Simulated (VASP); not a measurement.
Input of a VASP 6.6.1 run:

Contents of INCAR:

```
SYSTEM = CoSi2
  PREC = Accurate
  ENCUT = 520
  EDIFF = 1E-7
  ISMEAR = 0
  SIGMA = 0.05
  LREAL = .FALSE.
  LASPH = .TRUE.
  NELM = 100
  ALGO = Normal
  ISIF = 2
  LWAVE = .FALSE.
  LCHARG = .FALSE.
  GGA = PE
  NBANDS = 16
```

KPOINTS

```
Automatic mesh
0
G
  12 12 12
  0 0 0
```

Contents of POSCAR:

```
CoSi2
1.0
    0.0000000000      2.6780000000      2.6780000000
    2.6780000000      0.0000000000      2.6780000000
    2.6780000000      2.6780000000      0.0000000000
Co Si
1 2
Direct
    0.0000000000      0.0000000000      0.0000000000
    0.2500000000      0.2500000000      0.2500000000
    0.7500000000      0.7500000000      0.7500000000
```

Potentials or basis: VASP PAW PBE potentials, release 64 (Co, Si).

Launch:

```sh
$ cat potpaw_PBE.64/Co/POTCAR potpaw_PBE.64/Si/POTCAR > POTCAR
$ mpirun -np 1 vasp_std > vasp.out
```

Q: Estimate the band gap on the k mesh.

A: None (metal or under the smearing width).

Q: Estimate the pressure.

A: 0.2 GPa.

Spin polarisation is off, so any magnetic state and its effect on volume and gap are missing.
